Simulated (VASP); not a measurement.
Consider the following.

```
CELL_PARAMETERS angstrom
      0.00000     1.85114     1.85114
      1.85114     0.00000     1.85114
      1.85114     1.85114     0.00000
ATOMIC_POSITIONS crystal
  Rh 0.00000 0.00000 0.00000
```

The numbers are results of PBEsol GGA, VASP's PBE PAW potentials (set 64) (plane waves; VASP), not measurements. Run with 520 eV cut-off, 16×16×16 Γ-centred mesh, first-order Methfessel-Paxton smearing of 0.10 eV, potentials Rh_pv.

Problem. Give the stress tensor in GPa (positive for a compressed cell).

Solution. 
```
21.52   0.00   0.00
 0.00  21.52   0.00
 0.00   0.00  21.52
```
The pressure is its mean diagonal, 21.52 GPa.

The compound is Rh in the fcc structure. This cell is one point of a volume scan, at 0.94 of the reference volume.
